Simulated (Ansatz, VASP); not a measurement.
# H3C2N (ionic liquid BMIM+ dicyanamide at 450 K) in two plane-wave programs, part 3 of 4

Aim: how closely do two programs agree when they are given the same cell, functional and k mesh? Of the first pair: The cell is taken from a series of runs on this material, whose earlier steps may have relaxed, scaled, displaced or heated it; both programs get it as it stands.

VASP 6.6.1 and Ansatz 0.2.0.

So far. Step 2 (VASP: single point, r2SCAN with D3(BJ), pair 1): The run ends at a pressure of -0.16 GPa, with forces up to 0.75 eV/Å.

## (5) Ansatz: relaxation, r2SCAN with D3(BJ)

Level of this step: Ansatz beside VASP: Kohn-Sham DFT, plane waves, r2SCAN with D3(BJ) (Ansatz).

The two programs are compared at the cell with which this relaxation starts, whose forces are those of its first step.

The structure compared here is the start of the Ansatz relaxation; VASP solves that cell, so the two are compared at the walk's first step.

Contents of input.yaml:

```yaml
crystal:
  lattice:
    - [9.90267, 0.0, 0.0]
    - [0.0, 9.90267, 0.0]
    - [0.0, 0.0, 9.90267]
  atoms:
    - { symbol: C, position: [0.03772, 0.92902, 0.45772] }
    - { symbol: C, position: [0.0657, 0.79197, 0.39056] }
    - { symbol: C, position: [0.94077, 0.71119, 0.36986] }
    - { symbol: C, position: [0.8893, 0.7023, 0.22451] }
    - { symbol: "N", position: [0.85161, 0.83184, 0.17509] }
    - { symbol: C, position: [0.73044, 0.90733, 0.21276] }
    - { symbol: C, position: [0.71764, 0.01663, 0.12596] }
    - { symbol: "N", position: [0.82343, 0.99941, 0.03782] }
    - { symbol: C, position: [0.85245, 0.09139, 0.93182] }
    - { symbol: C, position: [0.89173, 0.88521, 0.05548] }
    - { symbol: H, position: [0.98548, 0.99067, 0.37463] }
    - { symbol: H, position: [0.96414, 0.92168, 0.54281] }
    - { symbol: H, position: [0.1449, 0.95689, 0.47658] }
    - { symbol: H, position: [0.11916, 0.81022, 0.28819] }
    - { symbol: H, position: [0.14233, 0.73447, 0.44907] }
    - { symbol: H, position: [0.85942, 0.74451, 0.4387] }
    - { symbol: H, position: [0.97786, 0.61359, 0.39383] }
    - { symbol: H, position: [0.79781, 0.65403, 0.22593] }
    - { symbol: H, position: [0.96896, 0.65091, 0.16282] }
    - { symbol: H, position: [0.6829, 0.8765, 0.30308] }
    - { symbol: H, position: [0.65765, 0.10758, 0.12767] }
    - { symbol: H, position: [0.76105, 0.1152, 0.89731] }
    - { symbol: H, position: [0.91305, 0.03962, 0.84874] }
    - { symbol: H, position: [0.90806, 0.17318, 0.98082] }
    - { symbol: H, position: [0.98486, 0.85411, 0.00666] }
    - { symbol: C, position: [0.68952, 0.86283, 0.67302] }
    - { symbol: C, position: [0.64988, 0.99793, 0.62623] }
    - { symbol: C, position: [0.50906, 0.03061, 0.65955] }
    - { symbol: C, position: [0.49716, 0.17708, 0.63937] }
    - { symbol: "N", position: [0.36498, 0.22998, 0.66025] }
    - { symbol: C, position: [0.31421, 0.25571, 0.78762] }
    - { symbol: C, position: [0.1819, 0.29331, 0.77889] }
    - { symbol: "N", position: [0.15236, 0.29292, 0.6348] }
    - { symbol: C, position: [0.02997, 0.3204, 0.56449] }
    - { symbol: C, position: [0.25634, 0.23017, 0.57565] }
    - { symbol: H, position: [0.64464, 0.77963, 0.6178] }
    - { symbol: H, position: [0.79645, 0.85826, 0.66235] }
    - { symbol: H, position: [0.65181, 0.857, 0.77774] }
    - { symbol: H, position: [0.66376, 0.98709, 0.51722] }
    - { symbol: H, position: [0.714, 0.07508, 0.65091] }
    - { symbol: H, position: [0.48084, 0.99504, 0.76656] }
    - { symbol: H, position: [0.44378, 0.97096, 0.5925] }
    - { symbol: H, position: [0.55606, 0.22937, 0.71553] }
    - { symbol: H, position: [0.5297, 0.2024, 0.53607] }
    - { symbol: H, position: [0.37849, 0.27544, 0.87171] }
    - { symbol: H, position: [0.12338, 0.34918, 0.85148] }
    - { symbol: H, position: [0.95677, 0.25405, 0.60771] }
    - { symbol: H, position: [0.00367, 0.43344, 0.57143] }
    - { symbol: H, position: [0.05089, 0.30048, 0.46442] }
    - { symbol: H, position: [0.26045, 0.20427, 0.46418] }
    - { symbol: C, position: [0.1773, 0.43932, 0.20379] }
    - { symbol: C, position: [0.26506, 0.48917, 0.09623] }
    - { symbol: C, position: [0.30129, 0.63392, 0.12823] }
    - { symbol: C, position: [0.42034, 0.69801, 0.05501] }
    - { symbol: "N", position: [0.40875, 0.68211, 0.90794] }
    - { symbol: C, position: [0.3255, 0.7667, 0.83681] }
    - { symbol: C, position: [0.33701, 0.72857, 0.70231] }
    - { symbol: "N", position: [0.41673, 0.61235, 0.70023] }
    - { symbol: C, position: [0.46867, 0.538, 0.58107] }
    - { symbol: C, position: [0.45809, 0.58593, 0.82739] }
    - { symbol: H, position: [0.10322, 0.38218, 0.14787] }
    - { symbol: H, position: [0.23788, 0.37828, 0.27108] }
    - { symbol: H, position: [0.1416, 0.51547, 0.27369] }
    - { symbol: H, position: [0.20693, 0.49769, 0.99159] }
    - { symbol: H, position: [0.34696, 0.42728, 0.06991] }
    - { symbol: H, position: [0.33683, 0.6352, 0.22978] }
    - { symbol: H, position: [0.22069, 0.69922, 0.1129] }
    - { symbol: H, position: [0.51828, 0.65445, 0.08511] }
    - { symbol: H, position: [0.42751, 0.80086, 0.07641] }
    - { symbol: H, position: [0.2586, 0.83458, 0.89334] }
    - { symbol: H, position: [0.29499, 0.76377, 0.61244] }
    - { symbol: H, position: [0.37608, 0.49202, 0.54395] }
    - { symbol: H, position: [0.53044, 0.45201, 0.61371] }
    - { symbol: H, position: [0.52441, 0.59459, 0.51028] }
    - { symbol: H, position: [0.53139, 0.5078, 0.8462] }
    - { symbol: "N", position: [0.04053, 0.71463, 0.73568] }
    - { symbol: C, position: [0.94778, 0.67049, 0.78826] }
    - { symbol: "N", position: [0.84242, 0.60593, 0.85817] }
    - { symbol: C, position: [0.79356, 0.5058, 0.76409] }
    - { symbol: "N", position: [0.76396, 0.4227, 0.6837] }
    - { symbol: "N", position: [0.60504, 0.34102, 0.98138] }
    - { symbol: C, position: [0.64176, 0.38161, 0.08745] }
    - { symbol: "N", position: [0.66156, 0.45232, 0.21281] }
    - { symbol: C, position: [0.75462, 0.36706, 0.28921] }
    - { symbol: "N", position: [0.79844, 0.2813, 0.35463] }
    - { symbol: "N", position: [0.20412, 0.06165, 0.0522] }
    - { symbol: C, position: [0.28447, 0.07984, 0.13708] }
    - { symbol: "N", position: [0.377, 0.09912, 0.25583] }
    - { symbol: C, position: [0.38102, 0.96431, 0.31769] }
    - { symbol: "N", position: [0.3959, 0.85886, 0.36558] }
kpoints:
  mp_grid: { grid: [1, 1, 1] }
hamiltonian:
  xc: r2scan
  dispersion: d3bj
scf:
  occupations: { method: fixed }
output:
  forces: true
relax:
  f_tol: 0.06
  max_steps: 150
```

The run is started by

```console
> ansatz run input.yaml --threads 4 --pin off --max-ram 8192MiB --backend cpu --events-out ev --progress --plain --runs-dir out
```

Numbers of over 12 decimals in the logs are rounded to 6 here.

Log:

```text
[...]
Crystal: 90 atoms, lattice volume = 971.084 Å³
Basis set: ecut = 500 eV, 24573 PW (Γ), exchange–correlation on 300×300×300 points (64 copies of the dense FFT grid, shifted against one another)
Bands: 210, of which v1, the nominal top of the filled ones, is band 120 counted from 1 (119 counted from 0)
Symmetry: 1 space group operations
[...]
k-points: 1
[...]
- { symbol: N, position: [0.011456, 0.688537, 0.941090] }
[...]
- { symbol: N, position: [0.942709, 0.485069, 0.813969] }
[...]
- { symbol: C, position: [0.604501, 0.365773, 0.077288] }
[...]
- { symbol: C, position: [0.732404, 0.359404, 0.266163] }
    - { symbol: N, position: [0.817732, 0.316269, 0.335496] }
    - { symbol: N, position: [0.199276, 0.021113, 0.034622] }
    - { symbol: C, position: [0.263234, 0.029779, 0.133653] }
    - { symbol: N, position: [0.334393, 0.050970, 0.242528] }
    - { symbol: C, position: [0.372047, 0.952870, 0.321169] }
    - { symbol: N, position: [0.412958, 0.874741, 0.400287] }
```

## (6) VASP: single point, r2SCAN with D3(BJ), start cell, pair 2

The same cell, functional and mesh now go to VASP, with its own data sets.

Contents of INCAR:

```
SYSTEM = H3C2N
PREC = Accurate
ENCUT = 580
EDIFF = 1E-06
NELM = 120
ISMEAR = 0
SIGMA = 0.01
LREAL = Auto
ALGO = Normal
METAGGA = R2SCAN
IVDW = 12
VDW_S6 = 1
VDW_S8 = 0.78981345
VDW_A1 = 0.49484001
VDW_A2 = 5.73083694
LASPH = .TRUE.
NBANDS = 184
LORBIT = 11
LWAVE = .FALSE.
LCHARG = .FALSE.
ISIF = 2
GGA_COMPAT = .FALSE.
EFERMI = MIDGAP
LMIXTAU = .TRUE.
NCORE = 2
```

Contents of POSCAR:

```
H3C2N
1.0
    9.9026700000      0.0000000000      0.0000000000
    0.0000000000      9.9026700000      0.0000000000
    0.0000000000      0.0000000000      9.9026700000
C N H
30 15 45
Direct
    0.0377171005      0.9290221728      0.4577149395
    0.0656994528      0.7919682268      0.3905613335
    0.9407664802      0.7111920320      0.3698598459
    0.8892955132      0.7022954415      0.2245051082
    0.7304393664      0.9073310531      0.2127608009
    0.7176448372      0.0166318781      0.1259559291
    0.8524468653      0.0913894939      0.9318193982
    0.8917292003      0.8852057071      0.0554799867
    0.6895211090      0.8628279040      0.6730205086
    0.6498752357      0.9979328807      0.6262250484
    0.5090647270      0.0306079068      0.6595493943
    0.4971588471      0.1770835542      0.6393730176
    0.3142081883      0.2557088139      0.7876158652
    0.1819004370      0.2933148333      0.7788909456
    0.0299717147      0.3203984380      0.5644942223
    0.2563349077      0.2301702470      0.5756528290
    0.1772956183      0.4393158613      0.2037935224
    0.2650598273      0.4891711023      0.0962265732
    0.3012924797      0.6339199428      0.1282280435
    0.4203411807      0.6980137680      0.0550053672
    0.3254980727      0.7667023136      0.8368147176
    0.3370101195      0.7285711833      0.7023055398
    0.4686715805      0.5379963182      0.5810655106
    0.4580885761      0.5859328848      0.8273930162
    0.9477847894      0.6704858387      0.7882621556
    0.7935637560      0.5058029804      0.7640868574
    0.6417562132      0.3816142515      0.0874511622
    0.7546247628      0.3670626205      0.2892149289
    0.2844687342      0.0798370540      0.1370842409
    0.3810184526      0.9643055863      0.3176920972
    0.8516087076      0.8318362623      0.1750941918
    0.8234344879      0.9994072306      0.0378180834
    0.3649823734      0.2299783796      0.6602461760
    0.1523629486      0.2929210001      0.6347984937
    0.4087483477      0.6821089666      0.9079369503
    0.4167259941      0.6123500026      0.7002252928
    0.0405345225      0.7146254495      0.7356803771
    0.8424192667      0.6059274923      0.8581725939
    0.7639555797      0.4227041798      0.6837044959
    0.6050388431      0.3410191393      0.9813817890
    0.6615589533      0.4523224544      0.2128112923
    0.7984412285      0.2812978722      0.3546316297
    0.2041166675      0.0616500398      0.0521980436
    0.3769993345      0.0991247815      0.2558299933
    0.3959033271      0.8588592773      0.3655781724
    0.9854816933      0.9906722126      0.3746262372
    0.9641440137      0.9216807184      0.5428132009
    0.1449003148      0.9568934439      0.4765785389
    0.1191597822      0.8102158307      0.2881849037
    0.1423252517      0.7344685827      0.4490708062
    0.8594247814      0.7445062796      0.4386998658
    0.9778574869      0.6135920918      0.3938331783
    0.7978050364      0.6540256315      0.2259289666
    0.9689608964      0.6509052609      0.1628247735
    0.6828966329      0.8765009841      0.3030798764
    0.6576509164      0.1075770474      0.1276726378
    0.7610472731      0.1152012538      0.8973135528
    0.9130466834      0.0396155784      0.8487407941
    0.9080581298      0.1731755173      0.9808162849
    0.9848555996      0.8541130826      0.0066648692
    0.6446443232      0.7796281205      0.6178030774
    0.7964518660      0.8582634784      0.6623466196
    0.6518141067      0.8570011926      0.7777397409
    0.6637603798      0.9870873209      0.5172241426
    0.7139993557      0.0750807610      0.6509052609
    0.4808400159      0.9950447708      0.7665609376
    0.4437793040      0.9709603572      0.5924967711
    0.5560621529      0.2293724824      0.7155342953
    0.5296955266      0.2023999588      0.5360675454
    0.3784938809      0.2754408659      0.8717143962
    0.1233808660      0.3491785549      0.8514774298
    0.9567722644      0.2540526949      0.6077148890
    0.0036656780      0.4334386585      0.5714317452
    0.0508852663      0.3004846168      0.4644202018
    0.2604550086      0.2042681418      0.4641778429
    0.1032246859      0.3821797556      0.1478692110
    0.2378752397      0.3782818169      0.2710784061
    0.1415981750      0.5154670407      0.2736938624
    0.2069340895      0.4976940562      0.9915911567
    0.3469569318      0.4272787036      0.0699104383
    0.3368283503      0.6352024252      0.2297764138
    0.2206879559      0.6992154641      0.1128988445
    0.5182844627      0.6544497595      0.0851083597
    0.4275109642      0.8008648173      0.0764137349
    0.2585969239      0.8345829963      0.8933449262
    0.2949911489      0.7637738105      0.6124408872
    0.3760803904      0.4920188192      0.5439543073
    0.5304427998      0.4520094076      0.6137132713
    0.5244141227      0.5945871164      0.5102765214
    0.5313920387      0.5078024412      0.8461960259
```

Contents of KPOINTS:

```
Automatic mesh
0
Gamma
1 1 1
0 0 0
```

Potentials, in the order of the species: C, N and H (PBE family, release 64).

The run is started by

```console
> mpirun -np 8 vasp_gam
```

Log:

```text
[banner, memory and clock lines left out]
running    8 mpi-ranks, on    1 nodes
[...]
[... a notice as in an earlier step ...]

 LDA part: xc-table for (None), standard interpolation
 POSCAR, INCAR and KPOINTS ok, starting setup
[...]
entering main loop
       N       E                     dE             d eps       ncg     rms          rms(c)
DAV:   1     0.178939338334E+04    0.17894E+04   -0.13254E+05   368   0.134E+03
DAV:   2    -0.455496788993E+03   -0.22449E+04   -0.20970E+04   464   0.301E+02
DAV:   3    -0.688194784355E+03   -0.23270E+03   -0.23039E+03   464   0.101E+02
DAV:   4    -0.693931532030E+03   -0.57367E+01   -0.57099E+01   472   0.179E+01
[...]
DAV:  21    -0.584859090962E+03   -0.49089E-04   -0.26684E-05   392   0.193E-02    0.215E-03
DAV:  22    -0.584859104848E+03   -0.13887E-04   -0.15559E-05   384   0.143E-02    0.144E-03
DAV:  23    -0.584859105327E+03   -0.47898E-06   -0.26938E-06   360   0.567E-03
   1 F= -.58736765E+03 E0= -.58736765E+03  d E =0.000000E+00
```

OUTCAR, selected parts (step 6):

```text
  FREE ENERGIE OF THE ION-ELECTRON SYSTEM (eV)
  ---------------------------------------------------
  free  energy   TOTEN  =      -587.3676456260 eV

  energy  without entropy=     -587.3676456260  energy(sigma->0) =     -587.36764563

[... 1 part as in an earlier step ...]
```

The run ends at a pressure of -0.82 GPa, with forces up to 6.9 eV/Å.

## (7) Side by side

What differs besides the data sets and the points named for the pairs above, as far as they apply: the cutoff is 500 eV in Ansatz and 580 eV in VASP (PREC = Accurate, projectors in real space). Total energies have different zeros and are not compared.

Forces on 9 of the 90 atoms, those with the largest forces and the largest differences (eV/Å; atoms numbered as in POSCAR):

```csv
atom,"Ansatz x, y, z","VASP x, y, z"
C18,"-1.319, 2.889, -3.560","-1.320, 2.898, -3.559"
C25,"-4.556, -3.249, 2.784","-5.093, -3.499, 3.092"
C28,"-4.075, 2.370, -2.776","-4.301, 2.831, -3.121"
C29,"2.029, -0.026, 3.643","2.379, 0.057, 4.008"
C30,"-0.120, 4.864, -2.796","-0.199, 5.410, -3.043"
N37,"2.239, 1.639, -1.290","2.802, 1.908, -1.610"
N41,"2.313, -3.984, -1.690","2.304, -3.955, -1.673"
N42,"1.312, -0.734, 0.928","1.556, -1.207, 1.290"
N44,"-2.639, -4.155, -1.710","-2.630, -4.135, -1.706"
```

The forces differ by 124 meV/Å r.m.s., which is 8.7 % of the r.m.s. force of 1.429 eV/Å (both taken over all components).

## (8) Ansatz: relaxation, r2SCAN with D3(BJ)

This run makes the geometry at which the two programs are then compared.

The structure compared here is the end of the Ansatz relaxation.

input.yaml is that of step 5.

The run is started by

```console
> ansatz run input.yaml --threads 4 --pin off --max-ram 8192MiB --backend cpu --events-out ev --progress --plain --runs-dir out
```

Log:

```text
[...]
Crystal: 90 atoms, lattice volume = 971.084 Å³
Basis set: ecut = 500 eV, 24573 PW (Γ), exchange–correlation on 300×300×300 points (64 copies of the dense FFT grid, shifted against one another)
Bands: 210, of which v1, the nominal top of the filled ones, is band 120 counted from 1 (119 counted from 0)
Symmetry: 1 space group operations
[...]
k-points: 1
[...]
- { symbol: N, position: [0.011456, 0.688537, 0.941090] }
[...]
- { symbol: N, position: [0.942709, 0.485069, 0.813969] }
[...]
- { symbol: C, position: [0.604501, 0.365773, 0.077288] }
[...]
- { symbol: C, position: [0.732404, 0.359404, 0.266163] }
    - { symbol: N, position: [0.817732, 0.316269, 0.335496] }
    - { symbol: N, position: [0.199276, 0.021113, 0.034622] }
    - { symbol: C, position: [0.263234, 0.029779, 0.133653] }
    - { symbol: N, position: [0.334393, 0.050970, 0.242528] }
    - { symbol: C, position: [0.372047, 0.952870, 0.321169] }
    - { symbol: N, position: [0.412958, 0.874741, 0.400287] }
```

(Continued in part 4 of 4.)

[Lines on the potential files, build, host, timing and source positions are cut from VASP's logs without a mark.]

[Logs are printed without paths, hosts, clocks, repeated set-up lines and the standing remarks that a program may print on its own settings, such as how far it seeks lower states.]

[Hosts, paths, dates, database ids (printed as entryN), source tags and the programs' standing remarks are cut or masked in the printed files.]
